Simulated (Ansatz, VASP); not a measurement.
**Two plane-wave programs on Zn4C**

Contents of INCAR:

```
SYSTEM = Zn4C
ALGO = Normal
EDIFF = 1E-6
ENCUT = 520
GGA = PE
ISIF = 2
ISMEAR = 0
LASPH = .True.
LCHARG = .False.
LREAL = .False.
LWAVE = .False.
NBANDS = 34
NELM = 80
PREC = Accurate
SIGMA = 0.1
```

KPOINTS

```
k-points
0
Gamma
  4 4 4
  0 0 0
```

File POSCAR:

```
Zn4C
1.0
    4.4425494900      0.0000000000      0.0000000000
    0.0000000000      4.4425494900      0.0000000000
    0.0000000000      0.0000000000      4.4425494900
Zn C
4 1
Direct
    0.2437810800      0.7562189200      0.7562189200
    0.7562189200      0.2437810800      0.7562189200
    0.7562189200      0.7562189200      0.2437810800
    0.2437810800      0.2437810800      0.2437810800
    0.0000000000      0.0000000000      0.0000000000
```

Input for Ansatz:

```yaml
crystal:
  lattice:
    - [4.44254949, 0.0, 0.0]
    - [0.0, 4.44254949, 0.0]
    - [0.0, 0.0, 4.44254949]
  atoms:
    - { symbol: Zn, position: [0.24378108, 0.75621892, 0.75621892] }
    - { symbol: Zn, position: [0.75621892, 0.24378108, 0.75621892] }
    - { symbol: Zn, position: [0.75621892, 0.75621892, 0.24378108] }
    - { symbol: Zn, position: [0.24378108, 0.24378108, 0.24378108] }
    - { symbol: C, position: [0.0, 0.0, 0.0] }
basis:
  ecutwfc: 420
kpoints:
  mp_grid: { grid: [4, 4, 4] }
hamiltonian:
  xc: pbe
scf:
  occupations: { method: gaussian, width: 0.1 }
  lower_state_search: "off"
output:
  forces: true
  stress: true
  eigenvalues: true
```

Change from the starting cell: species swapped into the SnI4 type (P-43m, No. 215).

Alike in both runs: task single point; functional PBE; k mesh 4 × 4 × 4; occupations gaussian, width 0.1 eV; no spin polarisation.

```csv
,VASP,Ansatz
version,VASP 6.6.1,Ansatz 0.2.0
potentials or method,"VASP PAW PBE potentials, release 64 (Zn, C)","scalar-relativistic, plane waves, PAW"
plane-wave cutoff (eV),520,420
valence electrons in the cell,52,52
```

|  | VASP | Ansatz | Ansatz less VASP |
| --- | --- | --- | --- |
| gap on the k mesh at the Fermi level (eV) | none | none | - |
| pressure (GPa) | 1.4 | 1.1 | -0.35 |
| rms of the force components (eV/Å) | 1.158 | 1.124 | -0.0339 |

Atom by atom the forces differ by 0.034 eV/Å (rms over components). A gap of «none» marks a metal or a gap that the smearing closes.

Caveats: forces of over 1 eV/Å show positions far from the minimum, so gaps and moduli don't describe the material at rest.
